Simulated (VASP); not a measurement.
The system is GeSe (Germanium monoselenide), in a box.

```
Ge Se
1.0
     9.00000    0.00000    0.00000
     0.00000    9.00000    0.00000
     0.00000    0.00000   12.00000
Ge Se
1 1
Direct
  0.50144 0.50233 0.41389
  0.50144 0.50233 0.59178
```

Base run:

- Program: VASP 6.6.1
- Functional: BLYP
- Dispersion: D4
- Potentials or basis: VASP PAW PBE potentials, release 64 (Ge_d, Se)
- Cutoff: 520 eV
- k mesh: 1 × 1 × 1
- Occupations: gaussian, width 0.01 eV
- Spin: no spin polarisation

Its results: gap between the frontier levels 3.37 eV; largest force 0.997 eV/Å.

Q: The run is repeated on the same cell with these changes: functional from BLYP to r2SCAN0. What comes out?

A: Gap between the frontier levels 5.34 eV; largest force 0.437 eV/Å.

r2SCAN0 gives the wider gap, since exact exchange removes part of the self-interaction.

Caveats: the PAW data sets were made with another functional, which shifts forces and pressure a little.

A k mesh can miss the band edges.

Not every run made on this cell is shown here.
